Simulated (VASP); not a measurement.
Output of a VASP run:

OSZICAR:
```
...
DAV:   8    -0.111486931816E+01   -0.15504E-07   -0.10470E-07  2224   0.459E-03
   7 F= 0.23199611E+01 E0= 0.23200008E+01  d E =-.928391E-01
       N       E                     dE             d eps       ncg     rms          rms(c)
DAV:   1    -0.197436703138E+01   -0.85950E+00   -0.15859E+01  3104   0.536E+01    0.661E+00
DAV:   2    -0.134717849829E+01    0.62719E+00   -0.15668E+00  3208   0.182E+01    0.233E+00
DAV:   3    -0.128844270644E+01    0.58736E-01   -0.87899E-02  3672   0.381E+00    0.189E+00
DAV:   4    -0.127216929741E+01    0.16273E-01   -0.14281E-02  3232   0.123E+00    0.306E-01
DAV:   5    -0.127203373334E+01    0.13556E-03   -0.13432E-03  3432   0.409E-01    0.107E-01
DAV:   6    -0.127206527583E+01   -0.31542E-04   -0.54015E-05  3552   0.806E-02    0.157E-02
DAV:   7    -0.127206463180E+01    0.64403E-06   -0.85050E-06  3336   0.409E-02    0.403E-03
DAV:   8    -0.127206477182E+01   -0.14002E-06   -0.27107E-07  2832   0.634E-03    0.233E-03
DAV:   9    -0.127206463217E+01    0.13965E-06   -0.51610E-08  1664   0.337E-03    0.185E-04
DAV:  10    -0.127206464376E+01   -0.11585E-07   -0.14388E-09  1656   0.476E-04
   8 F= 0.23263560E+01 E0= 0.23264444E+01  d E =0.639493E-02
       N       E                     dE             d eps       ncg     rms          rms(c)
DAV:   1    -0.145581107620E+01   -0.18375E+00   -0.58800E+00  3096   0.316E+01    0.347E+00
DAV:   2    -0.120647506433E+01    0.24934E+00   -0.66594E-01  3208   0.120E+01    0.111E+00
DAV:   3    -0.118647920436E+01    0.19996E-01   -0.35714E-02  3640   0.227E+00    0.834E-01
DAV:   4    -0.118201000589E+01    0.44692E-02   -0.65410E-03  3216   0.817E-01    0.103E-01
DAV:   5    -0.118202738762E+01   -0.17382E-04   -0.42946E-04  3416   0.290E-01    0.586E-02
DAV:   6    -0.118204232503E+01   -0.14937E-04   -0.13360E-05  3448   0.309E-02    0.137E-02
DAV:   7    -0.118204431358E+01   -0.19885E-05   -0.24633E-06  3576   0.194E-02    0.365E-03
DAV:   8    -0.118204424922E+01    0.64357E-07   -0.57385E-08  1864   0.259E-03
   9 F= 0.23151198E+01 E0= 0.23153566E+01  d E =-.484133E-02
       N       E                     dE             d eps       ncg     rms          rms(c)
DAV:   1    -0.118053890566E+01    0.15054E-02   -0.14661E-03  3112   0.506E-01    0.569E-02
DAV:   2    -0.118047635203E+01    0.62554E-04   -0.15612E-04  3176   0.185E-01    0.194E-02
DAV:   3    -0.118047182205E+01    0.45300E-05   -0.87146E-06  3696   0.369E-02    0.150E-02
DAV:   4    -0.118047231722E+01   -0.49518E-06   -0.14865E-06  3240   0.124E-02    0.153E-03
DAV:   5    -0.118047239130E+01   -0.74082E-07   -0.11104E-07  1720   0.438E-03
  10 F= 0.23151165E+01 E0= 0.23153444E+01  d E =-.484456E-02
       N       E                     dE             d eps       ncg     rms          rms(c)
DAV:   1    -0.117911760691E+01    0.13547E-02   -0.11472E-01  3176   0.327E+00    0.280E-01
DAV:   2    -0.117726955688E+01    0.18481E-02   -0.20607E-03  3384   0.705E-01    0.146E-01
DAV:   3    -0.117661154781E+01    0.65801E-03   -0.68813E-04  3256   0.296E-01    0.636E-02
DAV:   4    -0.117655884105E+01    0.52707E-04   -0.15269E-04  3536   0.133E-01    0.232E-02
DAV:   5    -0.117655892277E+01   -0.81712E-07   -0.85980E-06  3360   0.384E-02    0.860E-03
DAV:   6    -0.117655907357E+01   -0.15081E-06   -0.11105E-06  3392   0.149E-02    0.117E-03
DAV:   7    -0.117655908675E+01   -0.13180E-07   -0.89283E-09  1600   0.990E-04
  11 F= 0.23149396E+01 E0= 0.23153077E+01  d E =-.176943E-03
```

**OUTCAR**
```
------------------------ aborting loop because EDIFF is reached ----------------------------------------
  FORCE on cell =-STRESS in cart. coord.  units (eV):
  Direction    XX          YY          ZZ          XY          YZ          ZX
  --------------------------------------------------------------------------------------
  Total        3.5043146      3.5043165      3.4885204      0.0000000      0.0000000      0.0000000
  in kB      150.5505914    150.5506741    149.8720501      0.0000000      0.0000000      0.0000000
  external PRESSURE =       0.3244385 kB  Pullay stress =     150.0000000 kB
  volume of cell :       37.29
      direct lattice vectors                 reciprocal lattice vectors
     1.472103780 -2.549759241  0.000000000     0.339649967 -0.196096946  0.000000000
     1.472103780  2.549759241 -0.000000000     0.339649967  0.196096946 -0.000000000
    -0.000000000  0.000000000  4.967794336    -0.000000000  0.000000000  0.201296578
 POSITION                                       TOTAL-FORCE (eV/Angst)
 -----------------------------------------------------------------------------------
      1.47210      0.84992      1.24195        -0.000000     -0.000000      0.000000
      1.47210     -0.84992      3.72585         0.000000      0.000000     -0.000000
 -----------------------------------------------------------------------------------
    total drift:                               -0.000000      0.000174      0.000002
  FREE ENERGIE OF THE ION-ELECTRON SYSTEM (eV)
  ---------------------------------------------------
  free  energy   TOTEN  =        -1.1765590868 eV

  energy  without entropy=       -1.1754548194  energy(sigma->0) =       -1.17619100
  enthalpy is  TOTEN    =         2.3149395972 eV   P V=        3.4914986839

 reached required accuracy - stopping structural energy minimisation
```
(Selected blocks of OUTCAR.)

File POSCAR:
```
Cd
1
    1.4965650878    -2.5921270691    -0.0000000000
    1.4965650878     2.5921270691     0.0000000000
    0.0000000000     0.0000000000     5.8510063633
Cd
2
Direct
  0.3333330000   0.6666670000   0.2500000000
  0.6666670000   0.3333330000   0.7500000000
```

Write an INCAR and KPOINTS that could have produced this output.

Several could match; the one computed here: the input of the run itself, PBE GGA, plane waves, VASP's PBE PAW potentials (set 64).

### KPOINTS
```
Automatic mesh
0
Gamma
14 14 6
0 0 0
```

### INCAR
```
LASPH = T   # aspherical one-centre terms
EDIFFG = -0.01   # ionic stop
GGA = PE   # PBE
LWAVE = F
EDIFF = 1E-7   # SCF stop (eV)
LREAL = F   # projection in real space or not
NELM = 100   # most electronic steps
NSW = 40   # most ionic steps
ISIF = 3
PREC = Accurate
IBRION = 2
ALGO = Normal   # blocked Davidson
LCHARG = F
SYSTEM = Cd
LMAXMIX = 4   # l cut-off of mixed one-centre charges
PSTRESS = 150   # kbar
ENCUT = 480   # plane-wave cut-off (eV)
SIGMA = 0.1
ISMEAR = 1
```

POTCAR, in this order: Cd (PBE.64 set). Program: vasp_std.

Energy and stress use the plane-wave basis of the starting cell.

The compound is Cd in the hcp structure. This run relaxes it under an external pressure of 15 GPa. Symmetry was kept, so distortions that lower it aren't found.
